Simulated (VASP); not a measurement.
Here is the system:

```yaml
crystal:
  lattice:
    - [0.00000, 2.39000, 2.39000]
    - [2.39000, 0.00000, 2.39000]
    - [2.39000, 2.39000, 0.00000]
  atoms:
    - { symbol: B, position: [0.00000, 0.00000, 0.00000] }
    - { symbol: As, position: [0.25000, 0.25000, 0.25000] }
```

All values below come from SCAN meta-GGA, VASP's PBE PAW potentials (set 64) (plane waves; VASP 6.6.1). Run with 520 eV cut-off, 11×11×11 Γ-centred mesh, tetrahedra with Blöchl corrections, potentials B As.

What does the run give for the energy per atom (σ→0), band gap (over mesh and band path) with the smallest direct gap where there is one?

| Quantity | Result |
|---|---|
| band gap (over mesh and band path) | 1.42 eV |
| smallest direct gap (over mesh and band path) | 3.57 eV |
| energy per atom (σ→0) | -13.933 eV/atom |

The compound is BAs in the zinc blende structure. The cell was not relaxed at this level.
